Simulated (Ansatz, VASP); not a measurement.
**One calculation of TlW, two programs**

```
Tl W
1.0
     3.36171    0.00000    0.00000
     0.00000    3.36171    0.00000
     0.00000    0.00000    3.36171
Tl W
1 1
Cartesian
  0.0000 0.0000 0.0000
  1.6809 1.6809 1.6809
```

Alike in both runs: functional PBE; k mesh 16 × 16 × 16; occupations gaussian, width 0.1 eV; no spin polarisation.

Ansatz relaxed the structure, and its values are those at the end. VASP's run is a single point on that final structure, the one shown.

|  | VASP | Ansatz |
| --- | --- | --- |
| version | VASP 6.6.1 | Ansatz 0.2.0 |
| potentials or method | VASP PAW PBE potentials, release 64 (Tl_d, W_sv) | scalar-relativistic, plane waves, PAW |
| plane-wave cutoff (eV) | 520 | 420 |
| valence electrons in the cell | 27 | 27 |

VASP gave:

| Property | Result |
| --- | --- |
| gap on the k mesh at the Fermi level (eV) | none |
| pressure (GPa) | 0.1 |

Q: What did Ansatz give for the same quantities?

A: gap on the k mesh at the Fermi level (eV): none; pressure (GPa): 0.0.

A gap of «none» marks a metal or a gap that the smearing closes.

The runs have no spin-orbit coupling, so splittings on Tl, W are missing.
